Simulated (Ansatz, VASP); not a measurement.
One calculation of HfB4C, two programs

```
Hf B C
1.0
     3.27037    0.00000    0.00000
    -1.63519    2.83222    0.00000
     0.00000    0.00000    7.81483
Hf B C
1 4 1
Direct
  0.00000 0.00000 0.00000
  0.00000 0.00000 0.30264
  0.00000 0.00000 0.69736
  0.33333 0.66667 0.50000
  0.66667 0.33333 0.50000
  0.00000 0.00000 0.50000
```

Alike in both runs: functional PBE; k mesh 6 × 6 × 4; occupations gaussian, width 0.1 eV; no spin polarisation.

Ansatz relaxed the structure, and its values are those at the end. VASP's run is a single point on that final structure, the one shown.

|  | VASP | Ansatz |
| --- | --- | --- |
| version | VASP 6.6.1 | Ansatz 0.2.0 |
| potentials or method | VASP PAW PBE potentials, release 64 (Hf_pv, B, C) | scalar-relativistic, plane waves, PAW |
| plane-wave cutoff (eV) | 520 | 420 |
| valence electrons in the cell | 26 | 42 |

VASP gave:

```
gap on the k mesh at the Fermi level (eV) : none
pressure (GPa)                            : 0.0
rms of the force components (eV/Å)        : 0.009
```

Which values does Ansatz return?

gap on the k mesh at the Fermi level (eV): none; pressure (GPa): 0.1; rms of the force components (eV/Å): 0.001.

A gap of «none» marks a metal or a gap that the smearing closes. The two sets of potentials don't hold the same shells in valence.

Caveats: the k mesh is coarse (spacing up to 0.37 Å⁻¹), so the values aren't converged. Spin-orbit coupling is left out, which matters for the levels of Hf.
